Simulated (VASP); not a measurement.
```xyz
8
Lattice="5.1504 0.0000 0.0000 0.0000 5.1504 0.0000 0.0000 0.0000 5.1504" Properties=species:S:1:pos:R:3 pbc="T T T"
Cd     0.0000     5.1504     5.1504
S      1.4145     1.4145     1.4145
S      3.7360     3.7360     1.4145
S      3.7360     1.4145     3.7360
S      1.4145     3.7360     3.7360
Be     2.5752     2.5752     5.1504
Be     2.5752     5.1504     2.5752
Be     0.0000     2.5752     2.5752
```

All values below come from HSE06 screened hybrid, VASP's PBE PAW potentials (set 64) (plane waves; VASP 6.6.1). Run with 400 eV cut-off, 4×4×4 Γ-centred mesh, Gaussian smearing of 0.050 eV, potentials Cd S Be.

Task: Which forces act on the atoms, in eV/Å?

Result: 
| atom | Fx | Fy | Fz |
|---|---|---|---|
| Cd1 | 0.000 | 0.000 | 0.000 |
| S2 | -0.043 | -0.043 | -0.043 |
| S3 | 0.043 | 0.043 | -0.043 |
| S4 | 0.043 | -0.043 | 0.043 |
| S5 | -0.043 | 0.043 | 0.043 |
| Be6 | 0.000 | 0.000 | 0.000 |
| Be7 | 0.000 | 0.000 | 0.000 |
| Be8 | 0.000 | 0.000 | 0.000 |

Task: Give the stress tensor in GPa (positive for a compressed cell).

Result: 
```
-1.35   0.00   0.00
 0.00  -1.35   0.00
 0.00   0.00  -1.35
```
The pressure is its mean diagonal, -1.35 GPa.

The structure was generated: Be3CdS4 was put into an ordered model structure (P-43m), which need not be its known phase. It was relaxed first. The cell's shape comes from a PBE relaxation.
